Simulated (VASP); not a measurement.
Here is the system:

```xyz
5
Lattice="4.9995 0.0000 0.0000 0.0000 4.9995 0.0000 0.0000 0.0000 4.9995" Properties=species:S:1:pos:R:3 pbc="T T T"
Sr     0.0000     2.4997     2.4997
Sr     2.4997     0.0000     2.4997
Sr     2.4997     2.4997     0.0000
As     0.0000     0.0000     0.0000
N      2.4997     2.4997     2.4997
```

Level of theory: LDA (Ceperley-Alder, Perdew-Zunger), VASP's LDA PAW potentials (set 64) (plane waves; VASP 6.6.1). Numerical set-up: 520 eV cut-off, 4×4×4 Γ-centred mesh, Gaussian smearing of 0.050 eV, potentials Sr_sv As N.

Q: Estimate the energy per atom (σ→0), band gap (on the k-mesh) with the smallest direct gap where there is one.

A: 
```json
{
  "band gap (on the k-mesh)": "0.25 eV",
  "smallest direct gap (on the k-mesh)": "0.25 eV",
  "energy per atom (σ→0)": "-5.018 eV/atom"
}
```

The absolute energy has meaning only against runs of the same code, potentials and settings.

The structure comes from a computed database's Sr3AsN entry (Pm-3m); how it stands against other phases isn't given here. It was relaxed first, which changed the volume by -6 %. The start is the result of an earlier pass.
